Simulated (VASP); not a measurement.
These are PBE GGA with spin-orbit coupling, VASP's PBE PAW potentials (set 64) (plane waves; VASP) values and carry that method's errors.

Input for VASP

INCAR:
```
SYSTEM  =  KF
PREC  =  Accurate; ENCUT  =  520; LREAL  =  .FALSE.
LASPH  =  .TRUE.
EDIFF  =  1E-6; NELM  =  100; ALGO  =  Normal
ISMEAR  =  0; SIGMA  =  0.05
GGA  =  PE; GGA_COMPAT  =  .FALSE.
MAGMOM  =  6*0; LSORBIT  =  .TRUE.
ISIF  =  2
LWAVE  =  .FALSE.; LCHARG  =  .FALSE.
```

POSCAR:
```
KF
1
    0.0000000000     2.6986480000     2.6947740000
    2.7028090000     0.0000000000     2.6947740000
    2.7028090000     2.6986480000     0.0000000000
K F
1 1
Direct
  0.0000000000   0.0000000000   0.0000000000
  0.4961330000   0.5038670000   0.5038670000
```

File KPOINTS:
```
Regular mesh
0
gamma
  8 8 8
0 0 0
```

POTCAR, in this order: K_sv F (PBE.64 set). Program: vasp_ncl.

What VASP printed:

### OSZICAR
```
       N       E                     dE             d eps       ncg     rms          rms(c)
DAV:   1     0.129464045206E+03    0.12946E+03   -0.82424E+03  7872   0.129E+03
DAV:   2    -0.224971381798E+01   -0.13171E+03   -0.12476E+03 10360   0.363E+02
DAV:   3    -0.916279707842E+01   -0.69131E+01   -0.68769E+01 11440   0.732E+01
DAV:   4    -0.957198058303E+01   -0.40918E+00   -0.40898E+00 12184   0.115E+01
DAV:   5    -0.957468183383E+01   -0.27013E-02   -0.27012E-02 10752   0.116E+00    0.634E+00
DAV:   6    -0.832140277907E+01    0.12533E+01   -0.43113E+00  8856   0.182E+01    0.380E+00
DAV:   7    -0.830259831316E+01    0.18804E-01   -0.20887E-01 11296   0.343E+00    0.227E+00
DAV:   8    -0.829978066045E+01    0.28177E-02   -0.61195E-02  8456   0.285E+00    0.425E-01
DAV:   9    -0.830073199934E+01   -0.95134E-03   -0.72212E-03 10512   0.702E-01    0.205E-01
DAV:  10    -0.830158691981E+01   -0.85492E-03   -0.13022E-03 10528   0.246E-01    0.100E-01
DAV:  11    -0.830183350350E+01   -0.24658E-03   -0.35174E-04  9104   0.190E-01    0.405E-02
DAV:  12    -0.830188332052E+01   -0.49817E-04   -0.83760E-05  8664   0.916E-02    0.651E-03
DAV:  13    -0.830188328936E+01    0.31167E-07   -0.49074E-06 11320   0.206E-02
   1 F= -.83018833E+01 E0= -.83018833E+01  d E =-.700605E-20  mag=    -0.0000     0.0000     0.0000
```

OUTCAR:
```
------------------------ aborting loop because EDIFF is reached ----------------------------------------
  FORCE on cell =-STRESS in cart. coord.  units (eV):
  Direction    XX          YY          ZZ          XY          YZ          ZX
  --------------------------------------------------------------------------------------
  Total        0.0910927      0.1046956      0.1225378      0.0000000      0.0000000      0.0000000
  in kB        3.7126171      4.2670244      4.9942100      0.0000000      0.0000000      0.0000000
  external PRESSURE =       4.3246171 kB  Pullay stress =       0.0000000 kB
  volume of cell :       39.31
      direct lattice vectors                 reciprocal lattice vectors
     0.000000000  2.698648000  2.694774000    -0.184992724  0.185277961  0.185544317
     2.702809000  0.000000000  2.694774000     0.184992724 -0.185277961  0.185544317
     2.702809000  2.698648000  0.000000000     0.184992724  0.185277961 -0.185544317
  FREE ENERGIE OF THE ION-ELECTRON SYSTEM (eV)
  ---------------------------------------------------
  free  energy   TOTEN  =        -8.3018832894 eV

  energy  without entropy=       -8.3018832894  energy(sigma->0) =       -8.30188329

 Ion:    1  E_soc:     -0.0079661

 Ion:    2  E_soc:     -0.0003926
```
(Selected blocks of OUTCAR.)

**OUTCAR**
```
 val. band max:       -2.8619114566   @ k =   0.0000   0.0000   0.0000

 cond. band min:       3.1268708696   @ k =   0.0000   0.0000   0.0000


 Fermi energy:        -2.5573993925

 k-point     1 :       0.0000    0.0000    0.0000
  band No.  band energies     occupation
      1     -29.1044      1.00000
      2     -29.1044      1.00000
      3     -21.5246      1.00000
      4     -21.5246      1.00000
      5     -12.5557      1.00000
      6     -12.5557      1.00000
      7     -12.2870      1.00000
      8     -12.2870      1.00000
      9     -12.2864      1.00000
     10     -12.2864      1.00000
     11      -2.9255      1.00000
     12      -2.9255      1.00000
     13      -2.8641      1.00000
     14      -2.8641      1.00000
     15      -2.8619      1.00000
     16      -2.8619      1.00000
     17       3.1269      0.00000
     18       3.1269      0.00000
     19       7.7035      0.00000
     20       7.7035      0.00000
     21       7.7128      0.00000
     22       7.7128      0.00000
     23       7.7212      0.00000
     24       7.7212      0.00000

 k-point     2 :       0.1250    0.0000    0.0000
  band No.  band energies     occupation
      1     -29.0925      1.00000
      2     -29.0925      1.00000
      3     -21.5346      1.00000
      4     -21.5346      1.00000
      5     -12.5731      1.00000
      6     -12.5716      1.00000
      7     -12.3144      1.00000
      8     -12.3128      1.00000
      9     -12.2920      1.00000
     10     -12.2919      1.00000
     11      -3.0301      1.00000
     12      -3.0274      1.00000
     13      -2.9439      1.00000
     14      -2.9411      1.00000
     15      -2.9122      1.00000
     16      -2.9122      1.00000
     17       3.5488      0.00000
     18       3.5489      0.00000
     19       7.4654      0.00000
     20       7.4654      0.00000
     21       7.9106      0.00000
     22       7.9107      0.00000
     23       7.9203      0.00000
     24       7.9204      0.00000
...
```

The compound is KF in the rock salt structure. The cell was not relaxed at this level, atoms are displaced from their ideal sites. The run is one of a series of settings (GGA_COMPAT = .FALSE., LSORBIT = .TRUE., MAGMOM = 0 0 0 0 0 0, program vasp_ncl against the base run), some of them coarse on purpose.
